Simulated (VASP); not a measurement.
Given:

```
CELL_PARAMETERS angstrom
      1.60520    -2.78029     0.00000
      1.60520     2.78029     0.00000
      0.00000     0.00000     5.11355
ATOMIC_POSITIONS crystal
  Mg 0.33333 0.66667 0.25000
  Mg 0.66667 0.33333 0.75000
```

These are PBE GGA, VASP's PBE PAW potentials (set 64) (plane waves; VASP 6.6.1) values and carry that method's errors. Settings: 400 eV cut-off, Gaussian smearing of 0.050 eV, potentials Mg.

Problem. Give the energies of bands 1 to 5 at the high-symmetry points, in eV from the Fermi level.

Solution. 
```
band      Γ      M      K      A      L     H
----  -----  -----  -----  -----  -----  ----
1     -6.99  -2.23  -0.71  -5.55  -1.16  0.12
2     -1.62  -2.23  -0.70  -5.55  -1.16  0.12
3     -1.09   2.67  -0.70   5.32  -0.50  0.62
4     10.74   3.04   4.12   5.32  -0.50  0.62
5     10.75   3.40   4.12  11.51   7.90  1.47
```

It has no gap at this level: it comes out as a metal or semimetal.

The compound is Mg in the hcp structure. It was relaxed first.
